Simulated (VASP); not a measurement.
All values below come from PBEsol GGA, VASP's PBE PAW potentials (set 64) (plane waves; VASP 6.6.1).

A VASP calculation is set up with these files.

### INCAR
```
SYSTEM = HfN
PREC = Accurate; ENCUT = 520; LREAL = .FALSE.
LASPH = .TRUE.
EDIFF = 1E-7; NELM = 100; ALGO = Normal
LMAXMIX = 6
ISMEAR = 1; SIGMA = 0.1
GGA = PS
ISIF = 2
LWAVE = .FALSE.; LCHARG = .FALSE.
```

File KPOINTS:
```
Regular mesh
0
gamma
  14 14 14
0 0 0
```

### POSCAR
```
HfN
1.0
  0.0000000000   2.2674667534   2.2674667534
  2.2674667534   0.0000000000   2.2674667534
  2.2674667534   2.2674667534   0.0000000000
Hf N
1 1
Cartesian
  0.0000000000   0.0000000000   0.0000000000
  2.2674667534   2.2674667534   2.2674667534
```

POTCAR, in this order: Hf_pv N (PBE.64 set). Program: vasp_std.

Unless said otherwise, spin-orbit coupling is left out, though it shifts the bands of the heavy elements here.

### Question
Estimate the energy per atom (σ→0), pressure, band gap (on the k-mesh).

### Answer

* **energy per atom (σ→0)**: -11.486 eV/atom
* **band gap (on the k-mesh)**: none (metal, semimetal or under 0.01 eV)
* **pressure**: -8.13 GPa

File OSZICAR:
```
...
DAV:   8    -0.229811131779E+02    0.18239E-01   -0.12214E-01  2659   0.329E+00    0.522E+00
DAV:   9    -0.229724879599E+02    0.86252E-02   -0.48427E-02  2654   0.157E+00    0.166E+00
DAV:  10    -0.229719878076E+02    0.50015E-03   -0.24952E-03  2721   0.448E-01    0.158E-01
DAV:  11    -0.229719976318E+02   -0.98242E-05   -0.12060E-04  2786   0.109E-01    0.446E-02
DAV:  12    -0.229719948470E+02    0.27848E-05   -0.11804E-05  2761   0.311E-02    0.279E-02
DAV:  13    -0.229719946440E+02    0.20298E-06   -0.73740E-07  2734   0.875E-03    0.133E-03
DAV:  14    -0.229719946505E+02   -0.65265E-08   -0.16384E-08  1414   0.143E-03
   1 F= -.22971995E+02 E0= -.22971781E+02  d E =-.641221E-03
```

The compound is HfN in the rock salt structure. This cell is one point of a volume scan, at 1.03 of the reference volume. The electron count is odd and the run is not spin-polarised, which forces a metal.
